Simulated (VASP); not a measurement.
Data:

```yaml
crystal:
  lattice:
    - [4.18869, 0.00000, 0.00000]
    - [0.00000, 4.18869, 0.00000]
    - [0.00000, 0.00000, 4.18869]
  atoms:
    - { symbol: Ba, position: [0.00000, 0.00000, 0.00000] }
    - { symbol: Hf, position: [0.50000, 0.50000, 0.50000] }
    - { symbol: O, position: [0.50000, 0.00000, 0.50000] }
    - { symbol: O, position: [0.00000, 0.50000, 0.50000] }
    - { symbol: O, position: [0.50000, 0.50000, 0.00000] }
```

All values below come from optB88-vdW, VASP's PBE PAW potentials (set 64) (plane waves; VASP). Run with 520 eV cut-off, Gaussian smearing of 0.050 eV, potentials Ba_sv Hf_pv O.

Unless said otherwise, spin-orbit coupling is left out, though it shifts the bands of the heavy elements here.

**Question.** Give the energies of bands 11 to 22 at the high-symmetry points, in eV from the valence-band maximum.

**Answer.** 
```tsv
band	Γ	X	M	R
11	-1.66	-3.87	-4.18	-4.35
12	-1.66	-2.04	-3.72	-3.66
13	-1.66	-2.04	-3.68	-3.66
14	-0.96	-1.79	-2.36	-2.49
15	-0.96	-1.69	-2.36	-2.49
16	-0.96	-1.69	-1.03	-2.49
17	-0.22	-1.64	-0.91	0.00
18	-0.22	-0.53	-0.91	0.00
19	-0.22	-0.53	-0.08	0.00
20	3.61	4.14	6.19	6.10
21	3.61	6.28	6.19	6.10
22	3.61	6.28	6.63	6.10
```

The gap is indirect, 3.61 eV, from the valence maximum at R to the conduction minimum at Γ.

The compound is BaHfO3 in the cubic perovskite structure. It was relaxed first.
